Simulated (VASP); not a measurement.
Ca3Lu under changes of volume

One of the cells (39.307 Å³/atom); the others are scaled copies at fixed shape and fractional positions:

```
Lu Ca
1.0
     5.39728    0.00000    0.00000
     0.00000    5.39728    0.00000
     0.00000    0.00000    5.39728
Lu Ca
1 3
Direct
  0.50000 0.50000 0.50000
  0.00000 0.00000 0.50000
  0.00000 0.50000 0.00000
  0.50000 0.00000 0.00000
```

The cell comes from a database or a generator and needn't be the stable form of this composition.

```yaml
Program: VASP 6.6.1
Functional: PBE
Potentials_or_basis: VASP PAW PBE potentials, release 64 (Lu, Ca_sv)
Cutoff: 520 eV
k_mesh: 5 × 5 × 5
Occupations: fermi-dirac, width 0.05 eV
Spin: no spin polarisation
```

| volume (Å³/atom) | energy over the lowest point (meV/atom) | pressure (GPa) |
| --- | --- | --- |
| 36.224 | ? | ? |
| 36.994 | 4.46 | 1.0 |
| 37.765 | 0.68 | 0.5 |
| 39.307 | 0.00 | -0.4 |
| 40.077 | 2.74 | -0.8 |
| 40.848 | 7.36 | -1.2 |

Task: What does the run at 36.224 Å³/atom give?

Result: Energy over the lowest point 10.79 meV/atom; pressure 1.5 GPa.

Worked out: A Birch-Murnaghan fit of order 3 (a polynomial in V^(-2/3)) to the other rows has its minimum at 38.65 Å³/atom with B0 = V·E''(V) = 22 GPa and B' = 2.9. It gives 10.76 meV/atom at 36.224 Å³/atom, against the run's 10.79, and -dE/dV = 1.6 GPa, against 1.5.

Energies are extrapolated to zero smearing.
